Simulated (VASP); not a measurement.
Input:

```xyz
1
Lattice="-2.5099 2.5099 2.5099 2.5099 -2.5099 2.5099 2.5099 2.5099 -2.5099" Properties=species:S:1:pos:R:3 pbc="T T T"
Ba    -2.5099     2.5099     2.5099
```

Calculation: rev-vdW-DF2, VASP's PBE PAW potentials (set 64) (plane waves; VASP). Numerical set-up: 520 eV cut-off, 11×11×11 Γ-centred mesh, first-order Methfessel-Paxton smearing of 0.10 eV, potentials Ba_sv.

Task: The job: Ba (bcc), 1 atom, rev-vdW-DF2, static run, 520 eV, 11×11×11 Γ-centred mesh. Roughly how much core time does it take on a busy server core?

Result: About 40 core-seconds (one run on a shared machine, a rough figure). It had 56 irreducible k-points, 9 bands, up to 1722 plane waves and 11 electronic steps.

The compound is Ba in the bcc structure. This cell is one point of a volume scan, at 1.06 of the reference volume.
